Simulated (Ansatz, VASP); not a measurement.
**Cross-check of CaH21C16S4N2O17F12 (Ca2+ TFSI- in gamma-butyrolactone and dimethyl carbonate at 330 K) between VASP and Ansatz**

Wanted: the spread between two codes on one cell, functional and k mesh. Of the first pair: The structure shown is the start of the Ansatz relaxation below; VASP solves that cell, so the two are compared at the walk's first step.

Calculated with Ansatz 0.2.0; plane waves, with VASP 6.6.1 beside it; single point at PBE with D3(BJ).

## 1. The starting structure

The cell holds 146 atoms: 4 N, 8 S, 34 O, 32 C, 24 F, 42 H and 2 Ca. Cell: a = 12.462 Å, b = 12.462 Å, c = 12.462 Å, α = 90.0°, β = 90.0°, γ = 90.0°. As first built, before any earlier steps moved the atoms (in the runner's words): 3 gamma-butyrolactone, 4 dimethyl carbonate, 2 Ca2+, 4 TFSI- placed at random, at 1.56 g/cm^3; overlaps pushed apart, then 10 ps at 550 K with divalent ions of Li, Roberts, Chakravorty and Merz (J. Chem. Theory Comput. 9, 2733 (2013)); MMFF94 bonds, angles, torsions, charges and radii (Halgren, J. Comput. Chem. 17, 490 (1996)) in harmonic and 12-6 forms; charges of ions scaled by 0.8. Snapshot after 30 ps at 330 K and fixed volume. The cell carries charge −1.

## 2. Ansatz: relaxation, PBE with D3(BJ)

Ansatz runs on its default PAW (the set named soft_2) files.

The two programs are compared at the cell with which this relaxation starts, whose forces are those of its first step.

input.yaml reads:

```yaml
crystal:
  lattice:
    - [12.46183, 0.0, 0.0]
    - [0.0, 12.46183, 0.0]
    - [0.0, 0.0, 12.46183]
  atoms:
    - { symbol: "N", position: [0.24324, 0.68888, 0.67923] }
    - { symbol: S, position: [0.34633, 0.63569, 0.62424] }
    - { symbol: O, position: [0.44681, 0.67203, 0.66893] }
    - { symbol: O, position: [0.33507, 0.52096, 0.60043] }
    - { symbol: C, position: [0.33617, 0.70548, 0.49129] }
    - { symbol: F, position: [0.33994, 0.81184, 0.50426] }
    - { symbol: F, position: [0.4199, 0.67444, 0.43031] }
    - { symbol: F, position: [0.2447, 0.67987, 0.44054] }
    - { symbol: S, position: [0.17107, 0.63137, 0.76542] }
    - { symbol: O, position: [0.07503, 0.69336, 0.7849] }
    - { symbol: O, position: [0.15866, 0.51503, 0.75227] }
    - { symbol: C, position: [0.25108, 0.64014, 0.8927] }
    - { symbol: F, position: [0.27328, 0.74263, 0.91757] }
    - { symbol: F, position: [0.19458, 0.59632, 0.97379] }
    - { symbol: F, position: [0.34381, 0.5865, 0.88149] }
    - { symbol: "N", position: [0.28828, 0.13487, 0.83557] }
    - { symbol: S, position: [0.35559, 0.2419, 0.84359] }
    - { symbol: O, position: [0.4666, 0.21803, 0.86549] }
    - { symbol: O, position: [0.33192, 0.32308, 0.76203] }
    - { symbol: C, position: [0.30406, 0.30502, 0.96958] }
    - { symbol: F, position: [0.30421, 0.23436, 0.05047] }
    - { symbol: F, position: [0.36593, 0.38938, 0.99595] }
    - { symbol: F, position: [0.2031, 0.34001, 0.95342] }
    - { symbol: S, position: [0.17321, 0.12544, 0.78145] }
    - { symbol: O, position: [0.08785, 0.11305, 0.85982] }
    - { symbol: O, position: [0.15433, 0.19912, 0.69181] }
    - { symbol: C, position: [0.18924, 0.9908, 0.71605] }
    - { symbol: F, position: [0.09769, 0.96659, 0.66435] }
    - { symbol: F, position: [0.26991, 0.99327, 0.64555] }
    - { symbol: F, position: [0.20853, 0.91659, 0.79103] }
    - { symbol: "N", position: [0.80427, 0.37933, 0.65705] }
    - { symbol: S, position: [0.74081, 0.40961, 0.7639] }
    - { symbol: O, position: [0.73553, 0.32268, 0.84295] }
    - { symbol: O, position: [0.76685, 0.51566, 0.80413] }
    - { symbol: C, position: [0.60294, 0.42639, 0.70505] }
    - { symbol: F, position: [0.56491, 0.33452, 0.66642] }
    - { symbol: F, position: [0.53901, 0.46229, 0.78405] }
    - { symbol: F, position: [0.6074, 0.49941, 0.62627] }
    - { symbol: S, position: [0.9066, 0.30554, 0.65666] }
    - { symbol: O, position: [0.00641, 0.36611, 0.65743] }
    - { symbol: O, position: [0.90189, 0.21189, 0.72736] }
    - { symbol: C, position: [0.89631, 0.2495, 0.51682] }
    - { symbol: F, position: [0.81119, 0.18448, 0.50816] }
    - { symbol: F, position: [0.88757, 0.32908, 0.44485] }
    - { symbol: F, position: [0.98584, 0.19316, 0.49627] }
    - { symbol: "N", position: [0.39473, 0.17076, 0.34683] }
    - { symbol: S, position: [0.51972, 0.15506, 0.37376] }
    - { symbol: O, position: [0.58027, 0.14976, 0.27426] }
    - { symbol: O, position: [0.56193, 0.2178, 0.462] }
    - { symbol: C, position: [0.51697, 0.01277, 0.42343] }
    - { symbol: F, position: [0.47774, 0.94583, 0.34891] }
    - { symbol: F, position: [0.61875, 0.98199, 0.4466] }
    - { symbol: F, position: [0.45782, 0.00533, 0.51288] }
    - { symbol: S, position: [0.31706, 0.25973, 0.39187] }
    - { symbol: O, position: [0.21091, 0.24229, 0.34822] }
    - { symbol: O, position: [0.32352, 0.28374, 0.50709] }
    - { symbol: C, position: [0.36753, 0.38634, 0.32633] }
    - { symbol: F, position: [0.36892, 0.37329, 0.21901] }
    - { symbol: F, position: [0.30374, 0.46971, 0.34951] }
    - { symbol: F, position: [0.46778, 0.40962, 0.35897] }
    - { symbol: O, position: [0.87767, 0.98908, 0.80102] }
    - { symbol: C, position: [0.83388, 0.90457, 0.7773] }
    - { symbol: C, position: [0.85589, 0.8332, 0.6819] }
    - { symbol: C, position: [0.75498, 0.76344, 0.6743] }
    - { symbol: C, position: [0.71312, 0.76397, 0.78982] }
    - { symbol: O, position: [0.75509, 0.8629, 0.83818] }
    - { symbol: H, position: [0.87379, 0.88197, 0.61099] }
    - { symbol: H, position: [0.92828, 0.7859, 0.70053] }
    - { symbol: H, position: [0.6956, 0.79976, 0.62032] }
    - { symbol: H, position: [0.77105, 0.68141, 0.64725] }
    - { symbol: H, position: [0.62558, 0.76769, 0.79606] }
    - { symbol: H, position: [0.74397, 0.6966, 0.83703] }
    - { symbol: O, position: [0.12162, 0.45697, 0.48321] }
    - { symbol: C, position: [0.0686, 0.52487, 0.43641] }
    - { symbol: C, position: [0.05152, 0.53683, 0.31733] }
    - { symbol: C, position: [0.95784, 0.6158, 0.30979] }
    - { symbol: C, position: [0.9681, 0.67787, 0.41524] }
    - { symbol: O, position: [0.01781, 0.60303, 0.49071] }
    - { symbol: H, position: [0.12565, 0.57091, 0.28346] }
    - { symbol: H, position: [0.03881, 0.45877, 0.27919] }
    - { symbol: H, position: [0.96239, 0.66912, 0.24006] }
    - { symbol: H, position: [0.88131, 0.57228, 0.30726] }
    - { symbol: H, position: [0.02196, 0.74732, 0.40819] }
    - { symbol: H, position: [0.89173, 0.70279, 0.45083] }
    - { symbol: O, position: [0.77433, 0.22322, 0.07088] }
    - { symbol: C, position: [0.72243, 0.30207, 0.09713] }
    - { symbol: C, position: [0.60787, 0.32984, 0.07167] }
    - { symbol: C, position: [0.60346, 0.45059, 0.09329] }
    - { symbol: C, position: [0.68973, 0.46407, 0.17949] }
    - { symbol: O, position: [0.76807, 0.37945, 0.15782] }
    - { symbol: H, position: [0.58705, 0.30494, 0.99018] }
    - { symbol: H, position: [0.55771, 0.28378, 0.12804] }
    - { symbol: H, position: [0.62498, 0.49541, 0.02053] }
    - { symbol: H, position: [0.52482, 0.47817, 0.12082] }
    - { symbol: H, position: [0.73331, 0.54036, 0.17612] }
    - { symbol: H, position: [0.65883, 0.45094, 0.26102] }
    - { symbol: C, position: [0.95223, 0.51479, 0.96327] }
    - { symbol: O, position: [0.0022, 0.45999, 0.05236] }
    - { symbol: C, position: [0.99902, 0.35336, 0.04823] }
    - { symbol: O, position: [0.96286, 0.29984, 0.9737] }
    - { symbol: O, position: [0.04319, 0.31553, 0.13769] }
    - { symbol: C, position: [0.04708, 0.20017, 0.14792] }
    - { symbol: H, position: [0.86579, 0.5001, 0.96369] }
    - { symbol: H, position: [0.98651, 0.48793, 0.88699] }
    - { symbol: H, position: [0.96947, 0.59984, 0.97572] }
    - { symbol: H, position: [0.09724, 0.18603, 0.2183] }
    - { symbol: H, position: [0.08295, 0.16457, 0.07592] }
    - { symbol: H, position: [0.96562, 0.1693, 0.15936] }
    - { symbol: C, position: [0.54896, 0.97305, 0.02669] }
    - { symbol: O, position: [0.53431, 0.97551, 0.91166] }
    - { symbol: C, position: [0.60429, 0.03502, 0.85795] }
    - { symbol: O, position: [0.67857, 0.08583, 0.89871] }
    - { symbol: O, position: [0.58119, 0.03024, 0.75405] }
    - { symbol: C, position: [0.645, 0.09707, 0.68422] }
    - { symbol: H, position: [0.48007, 0.92915, 0.05836] }
    - { symbol: H, position: [0.55106, 0.05468, 0.05927] }
    - { symbol: H, position: [0.62414, 0.93138, 0.04573] }
    - { symbol: H, position: [0.59219, 0.12294, 0.61953] }
    - { symbol: H, position: [0.71214, 0.05029, 0.65208] }
    - { symbol: H, position: [0.67495, 0.16696, 0.72768] }
    - { symbol: C, position: [0.0478, 0.86715, 0.99487] }
    - { symbol: O, position: [0.97212, 0.85735, 0.08257] }
    - { symbol: C, position: [0.90405, 0.93861, 0.09569] }
    - { symbol: O, position: [0.89939, 0.01912, 0.03921] }
    - { symbol: O, position: [0.84359, 0.91781, 0.18133] }
    - { symbol: C, position: [0.76844, 0.0003, 0.21487] }
    - { symbol: H, position: [0.00995, 0.84286, 0.91949] }
    - { symbol: H, position: [0.11275, 0.81198, 0.0148] }
    - { symbol: H, position: [0.07722, 0.94956, 0.98787] }
    - { symbol: H, position: [0.74518, 0.05129, 0.14757] }
    - { symbol: H, position: [0.80605, 0.04906, 0.27773] }
    - { symbol: H, position: [0.69918, 0.95787, 0.24767] }
    - { symbol: C, position: [0.3625, 0.64727, 0.15834] }
    - { symbol: O, position: [0.26748, 0.70068, 0.19718] }
    - { symbol: C, position: [0.27562, 0.80854, 0.2006] }
    - { symbol: O, position: [0.35076, 0.86139, 0.16827] }
    - { symbol: O, position: [0.18554, 0.84698, 0.24587] }
    - { symbol: C, position: [0.18362, 0.96264, 0.25507] }
    - { symbol: H, position: [0.33741, 0.56544, 0.13965] }
    - { symbol: H, position: [0.4241, 0.64704, 0.22125] }
    - { symbol: H, position: [0.39377, 0.68755, 0.08681] }
    - { symbol: H, position: [0.18909, 0.99974, 0.17548] }
    - { symbol: H, position: [0.25042, 0.99138, 0.30445] }
    - { symbol: H, position: [0.10682, 0.98146, 0.29314] }
    - { symbol: Ca, position: [0.20445, 0.3758, 0.63004] }
    - { symbol: Ca, position: [0.85427, 0.15286, 0.90717] }
total_charge: -1
kpoints:
  mp_grid: { grid: [1, 1, 1] }
hamiltonian:
  xc: pbe
  dispersion: d3bj
scf:
  occupations: { method: fermi_dirac, width: 0.01 }
  lower_state_search: "off"
output:
  forces: true
magnetization:
  spin_polarized: true
  initial_magnetization: 1
relax:
  f_tol: 0.05
  max_steps: 90
```

On the command line:

```sh
$ ansatz run input.yaml --threads 4 --pin off --max-ram 8192MiB --backend cpu --events-out ev --progress --plain --runs-dir out
```

Numbers of over 12 decimals in the logs are rounded to 6 here.

Output:

```text
Engine: ansatz 0.2.0, aarch64-unknown-linux-gnu
Pseudopotentials: kind: paw
Pseudopotential: N, paw, valence charge 5, recommended cutoff 420 eV (normal), N.paw.azcp
Pseudopotential: S, paw, valence charge 6, recommended cutoff 420 eV (normal), S.paw.azcp
Pseudopotential: O, paw, valence charge 6, recommended cutoff 420 eV (normal), O.paw.azcp
Pseudopotential: C, paw, valence charge 4, recommended cutoff 420 eV (normal), C.paw.azcp
Pseudopotential: F, paw, valence charge 7, recommended cutoff 420 eV (normal), F.paw.azcp
Pseudopotential: H, paw, valence charge 1, recommended cutoff 420 eV (normal), H.paw.azcp
Pseudopotential: Ca, paw, valence charge 10, recommended cutoff 420 eV (normal), Ca.paw.azcp
Functional definition: PBE
  parameter kappa = 0.804
  parameter beta = 0.066725
  exchange = pbe_x(kappa = kappa, mu = beta*pi^2/3)
  correlation = pbe_c(beta = beta)
Crystal: 146 atoms, lattice volume = 1935.287 Å³
Basis set: ecut = 420 eV, 37705 PW (Γ), exchange–correlation on 180×180×180 points (8 copies of the dense FFT grid, shifted against one another)
Bands: 462, of which v1, the nominal top of the filled ones, is band 316 counted from 1 (315 counted from 0)
Symmetry: 1 space group operations
Space group: P1 (ITA 1), of the structure as read, at distance tolerance 1.2e-4 Å
Magnetic group: BNS 1.1 (UNI 1), of the structure as read, at distance tolerance 1.2e-4 Å
k-points: 1
Non-local potential: N, projectors of the file, l = 0: 2, l = 1: 2, l = 2: 1
Non-local potential: S, projectors of the file, l = 0: 2, l = 1: 2, l = 2: 2
Non-local potential: O, projectors of the file, l = 0: 2, l = 1: 2, l = 2: 1
Non-local potential: C, projectors of the file, l = 0: 2, l = 1: 2, l = 2: 1
Non-local potential: F, projectors of the file, l = 0: 2, l = 1: 2, l = 2: 1
Non-local potential: H, projectors of the file, l = 0: 2, l = 1: 1
Non-local potential: Ca, projectors of the file, l = 0: 3, l = 1: 2, l = 2: 2
PAW form: soft (Blöchl's): semilocal exchange-correlation on the pseudo side does not see the compensation charge
PAW one-centre angular grid: N, 110 points (default); XC on 64 Gauss nodes
PAW one-centre angular grid: S, 110 points (default); XC on 64 Gauss nodes
PAW one-centre angular grid: O, 110 points (default); XC on 64 Gauss nodes
PAW one-centre angular grid: C, 110 points (default); XC on 64 Gauss nodes
PAW one-centre angular grid: F, 110 points (default); XC on 64 Gauss nodes
PAW one-centre angular grid: H, 110 points (default); XC on 64 Gauss nodes
PAW one-centre angular grid: Ca, 110 points (default); XC on 64 Gauss nodes
Starting moments: Σ|m| = 1 μB on 146 of 146 sites
Initial wavefunctions: pseudopotential atomic-orbital guess
Functional: x = pbe(κ = 0.804, μ = 0.219515), c = pbe(β = 0.066725)
SCF iter   1: F=—  HF=-59905.934419 eV  |F-HF|=—  |Δ(HF+E_count)|=         —  Δρ=1.07e-1 (↑1.06e-1 ↓1.07e-1)  dr2=2.14e3  dr2_m=1.23e-1  M=1.000 μB ∫|m|=1.042 μB  β_m=1.00  ethr=3.10e-3  ⟨swp⟩=10.0  Hψ=4998  notcnv=0  defer=246
preconditioner: auto → none  [metal: Δε(μ)=0.002 eV  Ē_g=14.843 eV  σ=0.010 eV  W_gap=0.05  n_scr=388 (ndim 8)  ℏωp=20.0 eV  f_vac=0.226  D(μ)=93.33/eV (n_scr^D=846)  sad-step TF]
SCF iter   2: F=—  HF=-59818.703240 eV  |F-HF|=—  |Δ(HF+E_count)|=         —  Δρ=4.40e-2 (↑4.33e-2 ↓4.40e-2)  dr2=1.63e2  dr2_m=1.10e-1  M=0.051 μB ∫|m|=0.167 μB  β_m=0.30  ethr=3.10e-3  ⟨swp⟩=3.0  Hψ=2226  notcnv=0  defer=276
Mixer restart at iter 2: flushing history
SCF iter   3: F=—  HF=-59768.980348 eV  |F-HF|=—  |Δ(HF+E_count)|=    4.97e1  Δρ=2.49e-2 (↑2.47e-2 ↓2.49e-2)  dr2=3.69e1  dr2_m=5.68e-2  M=0.034 μB ∫|m|=0.125 μB  β_m=0.30  ethr=3.10e-3  ⟨swp⟩=3.0  Hψ=1716  notcnv=0  defer=280
SCF iter   4: F=—  HF=-59759.471082 eV  |F-HF|=—  |Δ(HF+E_count)|=    9.51e0  Δρ=1.48e-2 (↑1.48e-2 ↓1.47e-2)  dr2=1.56e1  dr2_m=3.27e-2  M=0.105 μB ∫|m|=0.172 μB  β_m=0.30  ethr=3.10e-3  ⟨swp⟩=3.0  Hψ=1615  notcnv=0  defer=280
SCF iter   5: F=—  HF=-59756.851685 eV  |F-HF|=—  |Δ(HF+E_count)|=    2.62e0  Δρ=1.04e-2 (↑1.04e-2 ↓9.44e-3)  dr2=8.77e0  dr2_m=3.87e-2  M=0.263 μB ∫|m|=0.316 μB  β_m=0.30  ethr=2.47e-3  ⟨swp⟩=5.0  Hψ=1100  notcnv=0  defer=282
SCF iter   6: F=—  HF=-59755.531534 eV  |F-HF|=—  |Δ(HF+E_count)|=    1.32e0  Δρ=6.05e-3 (↑6.05e-3 ↓5.85e-3)  dr2=2.39e0  dr2_m=9.98e-3  M=0.036 μB ∫|m|=0.085 μB  β_m=0.30  ethr=1.39e-3  ⟨swp⟩=4.0  Hψ=1287  notcnv=0  defer=284
SCF iter   7: F=—  HF=-59755.325156 eV  |F-HF|=—  |Δ(HF+E_count)|=   2.06e-1  Δρ=5.53e-3 (↑5.53e-3 ↓3.92e-3)  dr2=3.87e0  dr2_m=2.12e-2  M=0.236 μB ∫|m|=0.296 μB  β_m=0.30  ethr=3.78e-4  ⟨swp⟩=8.5  Hψ=1889  notcnv=0  defer=268
SCF iter   8: F=—  HF=-59755.104183 eV  |F-HF|=—  |Δ(HF+E_count)|=   2.21e-1  Δρ=3.26e-3 (↑3.26e-3 ↓2.00e-3)  dr2=9.04e-1  dr2_m=3.04e-2  M=0.595 μB ∫|m|=0.620 μB  β_m=0.30  ethr=3.78e-4  ⟨swp⟩=3.0  Hψ=1333  notcnv=0  defer=278
[...]
- { symbol: O, position: [0.0070315, 0.366248, 0.665230] }
    - { symbol: O, position: [0.895668, 0.215703, 0.732161] }
    - { symbol: C, position: [0.897069, 0.252124, 0.521745] }
    - { symbol: F, position: [0.812413, 0.186118, 0.513030] }
    - { symbol: F, position: [0.887817, 0.330593, 0.448832] }
    - { symbol: F, position: [0.987006, 0.196022, 0.501877] }
    - { symbol: N, position: [0.394642, 0.165727, 0.346938] }
    - { symbol: S, position: [0.519235, 0.149301, 0.375002] }
    - { symbol: O, position: [0.580347, 0.140908, 0.276225] }
    - { symbol: O, position: [0.561505, 0.213205, 0.462317] }
    - { symbol: C, position: [0.515171, 0.00803154, 0.427436] }
    - { symbol: F, position: [0.474943, 0.940118, 0.354153] }
    - { symbol: F, position: [0.616705, 0.976554, 0.450531] }
    - { symbol: F, position: [0.456475, 0.00236487, 0.517293] }
    - { symbol: S, position: [0.316771, 0.255204, 0.391071] }
    - { symbol: O, position: [0.210342, 0.235101, 0.349355] }
    - { symbol: O, position: [0.324986, 0.281830, 0.505446] }
    - { symbol: C, position: [0.364955, 0.381088, 0.322072] }
    - { symbol: F, position: [0.364248, 0.366648, 0.214945] }
    - { symbol: F, position: [0.301661, 0.464571, 0.345489] }
    - { symbol: F, position: [0.466024, 0.404710, 0.352361] }
    - { symbol: O, position: [0.884751, 0.989361, 0.815848] }
    - { symbol: C, position: [0.835123, 0.906875, 0.787810] }
    - { symbol: C, position: [0.847546, 0.840883, 0.687845] }
    - { symbol: C, position: [0.740508, 0.780354, 0.680952] }
    - { symbol: C, position: [0.704873, 0.774901, 0.798533] }
    - { symbol: O, position: [0.754607, 0.866373, 0.851672] }
    - { symbol: H, position: [0.864636, 0.892596, 0.618502] }
    - { symbol: H, position: [0.916323, 0.785524, 0.696328] }
    - { symbol: H, position: [0.681950, 0.826009, 0.633594] }
    - { symbol: H, position: [0.747556, 0.699752, 0.646553] }
    - { symbol: H, position: [0.617877, 0.782542, 0.808993] }
    - { symbol: H, position: [0.733317, 0.701711, 0.837982] }
    - { symbol: O, position: [0.118782, 0.449312, 0.480655] }
    - { symbol: C, position: [0.060256, 0.518215, 0.438062] }
    - { symbol: C, position: [0.035593, 0.534154, 0.321459] }
    - { symbol: C, position: [0.941037, 0.612746, 0.323750] }
    - { symbol: C, position: [0.959258, 0.672022, 0.429982] }
    - { symbol: O, position: [0.012812, 0.595896, 0.499794] }
    - { symbol: H, position: [0.106045, 0.569432, 0.280640] }
    - { symbol: H, position: [0.018827, 0.457793, 0.281175] }
    - { symbol: H, position: [0.939183, 0.667885, 0.255188] }
    - { symbol: H, position: [0.864903, 0.568502, 0.326456] }
    - { symbol: H, position: [0.012441, 0.741842, 0.419955] }
    - { symbol: H, position: [0.885430, 0.697269, 0.470618] }
    - { symbol: O, position: [0.787223, 0.216845, 0.073636] }
    - { symbol: C, position: [0.732382, 0.296045, 0.098625] }
    - { symbol: C, position: [0.617697, 0.321561, 0.073063] }
    - { symbol: C, position: [0.612218, 0.442845, 0.091872] }
    - { symbol: C, position: [0.698243, 0.459244, 0.178089] }
    - { symbol: O, position: [0.777693, 0.376137, 0.159358] }
    - { symbol: H, position: [0.597186, 0.296027, 0.991613] }
    - { symbol: H, position: [0.565693, 0.277219, 0.129457] }
    - { symbol: H, position: [0.633640, 0.485934, 0.018032] }
    - { symbol: H, position: [0.533249, 0.470667, 0.118558] }
    - { symbol: H, position: [0.739886, 0.536620, 0.173282] }
    - { symbol: H, position: [0.666212, 0.448224, 0.259619] }
    - { symbol: C, position: [0.947657, 0.516426, 0.957246] }
    - { symbol: O, position: [0.00306213, 0.464334, 0.044720] }
    - { symbol: C, position: [1.002900, 0.357509, 0.041081] }
    - { symbol: O, position: [0.967253, 0.302799, 0.967295] }
    - { symbol: O, position: [0.049940, 0.321272, 0.129880] }
    - { symbol: C, position: [0.055255, 0.206042, 0.140653] }
    - { symbol: H, position: [0.862106, 0.497375, 0.960575] }
    - { symbol: H, position: [0.980769, 0.491225, 0.879896] }
    - { symbol: H, position: [0.960820, 0.602284, 0.969064] }
    - { symbol: H, position: [0.106410, 0.192712, 0.210478] }
    - { symbol: H, position: [0.090565, 0.170300, 0.068420] }
    - { symbol: H, position: [0.974321, 0.174270, 0.153332] }
    - { symbol: C, position: [0.553662, 0.972395, 0.027567] }
    - { symbol: O, position: [0.538774, 0.976289, 0.912695] }
    - { symbol: C, position: [0.609363, 0.036644, 0.860219] }
    - { symbol: O, position: [0.680911, 0.089712, 0.902564] }
    - { symbol: O, position: [0.589002, 0.031184, 0.755766] }
    - { symbol: C, position: [0.654403, 0.100521, 0.689721] }
[...]
- { symbol: C, position: [0.044128, 0.853896, 0.997470] }
    - { symbol: O, position: [0.965315, 0.843650, 0.082201] }
    - { symbol: C, position: [0.905424, 0.930290, 0.100529] }
    - { symbol: O, position: [0.912284, 0.015805, 0.052549] }
    - { symbol: O, position: [0.838141, 0.907947, 0.180832] }
    - { symbol: C, position: [0.771228, -0.00458626, 0.218679] }
[...]
- { symbol: H, position: [0.813048, 0.037497, 0.283697] }
    - { symbol: H, position: [0.698368, 0.957973, 0.249600] }
    - { symbol: C, position: [0.367034, 0.650426, 0.155404] }
    - { symbol: O, position: [0.271476, 0.703054, 0.193931] }
    - { symbol: C, position: [0.277950, 0.810851, 0.196561] }
    - { symbol: O, position: [0.352099, 0.864838, 0.163649] }
    - { symbol: O, position: [0.187383, 0.848269, 0.241730] }
    - { symbol: C, position: [0.183811, 0.963865, 0.250841] }
    - { symbol: H, position: [0.343187, 0.567691, 0.139170] }
    - { symbol: H, position: [0.429371, 0.652809, 0.217501] }
    - { symbol: H, position: [0.396813, 0.689317, 0.082482] }
    - { symbol: H, position: [0.187382, 1.001035, 0.171165] }
    - { symbol: H, position: [0.250835, 0.993795, 0.299190] }
    - { symbol: H, position: [0.107313, 0.981595, 0.289979] }
    - { symbol: Ca, position: [0.201180, 0.377680, 0.624012] }
    - { symbol: Ca, position: [0.861725, 0.146834, 0.913134] }
```

[end of part 1 of 3]

[Lines on the potential files, build, host, timing and source positions are cut from VASP's logs without a mark.]

[Logs are printed without paths, hosts, clocks, repeated set-up lines and the standing remarks that a program may print on its own settings, such as how far it seeks lower states.]

[Hosts, paths, dates, database ids (printed as entryN), source tags and the programs' standing remarks are cut or masked in the printed files.]

[The MMFF94 radii named for the starting cell were scaled by 0.96; in molecules described by MMFF94, hydrogen bound to N, O or S took a small fixed 12-6 site in their place.]
